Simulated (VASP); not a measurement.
These are PBEsol GGA, VASP's PBE PAW potentials (set 64) (plane waves; VASP) values and carry that method's errors.

The input files of a VASP run:

**INCAR**
```
SYSTEM = CuZn
PREC = Accurate
ENCUT = 300
EDIFF = 1E-6
NELM = 100
ALGO = Normal
LREAL = .FALSE.
LASPH = .TRUE.
ISMEAR = 0
SIGMA = 0.272
GGA = PS
LMAXMIX = 4
LWAVE = .FALSE.
LCHARG = .FALSE.
ISIF = 2
```

File KPOINTS:
```
Automatic mesh
0
Gamma
7 7 7
0 0 0
```

**POSCAR**
```
CuZn
1
    2.9927750000     0.0000000000     0.0000000000
    0.0000000000     2.9927750000     0.0000000000
    0.0000000000     0.0000000000     2.9927750000
Zn Cu
1 1
Direct
  0.5000000000   0.5000000000   0.5000000000
  0.0000000000   0.0000000000   0.0000000000
```

POTCAR, in this order: Zn Cu (PBE.64 set). Program: vasp_std.

At this cut-off the stress carries a Pulay error, which pulls relaxed volumes low.

**Question.** Estimate the energy per atom (σ→0), pressure, band gap (on the k-mesh).

**Answer.** 
The energy per atom (σ→0) is -291.9 kJ/mol-atom, the band gap (on the k-mesh) comes out as none (metal, semimetal or under 0.01 eV) and the pressure comes out as -10.59 GPa.

### OSZICAR
```
...
DAV:   6    -0.725312617789E+01    0.58859E-01   -0.21418E+01   653   0.111E+02    0.680E+00
DAV:   7    -0.606366156795E+01    0.11895E+01   -0.46193E+00   660   0.118E+02    0.206E+00
DAV:   8    -0.606867077601E+01   -0.50092E-02   -0.29143E-01   800   0.807E+00    0.125E+00
DAV:   9    -0.605805267714E+01    0.10618E-01   -0.28951E-02   743   0.403E+00    0.651E-02
DAV:  10    -0.605800951545E+01    0.43162E-04   -0.92297E-04   863   0.710E-01    0.291E-02
DAV:  11    -0.605800150535E+01    0.80101E-05   -0.72371E-05   779   0.216E-01    0.146E-02
DAV:  12    -0.605800130560E+01    0.19975E-06   -0.39679E-06   667   0.520E-02
   1 F= -.60580013E+01 E0= -.60504160E+01  d E =-.151705E-01
```

The structure is a typed CuZn crystal. The cell was not relaxed at this level. The run is one of a series of settings (GGA = PS against the base run), some of them coarse on purpose. The electron count is odd and the run is not spin-polarised, which forces a metal.
